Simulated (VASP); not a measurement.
An input for Ansatz (written as the equivalent of a VASP run, and not itself run):

Ansatz 0.2 input:
```yaml
crystal:
  lattice:
    - [-1.2309207, 1.2309207, 1.2309207]
    - [1.2309207, -1.2309207, 1.2309207]
    - [1.2309207, 1.2309207, -1.2309207]
  atoms:
    - { symbol: O, position: [0.0000000, 0.0000000, 0.0000000] }
kpoints:
  mp_grid: { grid: [19, 19, 19] }
hamiltonian:
  xc: r2scan
  pseudopotentials: { kind: paw }
scf:
  occupations: { method: methfessel_paxton, width: 0.1 }
  max_iter: 100
relax:
  max_steps: 60
  f_tol: 0.01
  cell: {}
output: { forces: true, stress: true, eigenvalues: true }
```

Question: Write the VASP files for the same calculation (r2SCAN).

Answer: Several could match; the one computed here: 
File POSCAR:
```
O
1
   -1.2309207458     1.2309207458     1.2309207458
    1.2309207458    -1.2309207458     1.2309207458
    1.2309207458     1.2309207458    -1.2309207458
O
1
Direct
  0.0000000000   0.0000000000   0.0000000000
```

### INCAR
```
SYSTEM = O
PREC = Accurate; ENCUT = 520; LREAL = .False.
LASPH = .True.
EDIFF = 1E-6; NELM = 100; ALGO = Normal
LMIXTAU = .True.
ISMEAR = 1; SIGMA = 0.1
METAGGA = R2SCAN
IBRION = 2; NSW = 60; ISIF = 3
EDIFFG = -0.01
LWAVE = .False.; LCHARG = .False.
```

### KPOINTS
```
Automatic mesh
0
Gamma
19 19 19
0 0 0
```

POTCAR, in this order: O (PBE.64 set). Program: vasp_std.

Limits of the translation: each code has its own PAW files, so the cut-off isn't converted (ENCUT is set for VASP's; basis.ecutwfc is left out, and Ansatz then takes the one that its files recommend); Ansatz stops its SCF on the density residual and VASP on the energy change (EDIFF).

The structure was generated: O was put into the bcc type (Im-3m), which need not be its known phase. This run relaxes it. Symmetry was kept, so distortions that lower it aren't found. The start is the result of an earlier pass.
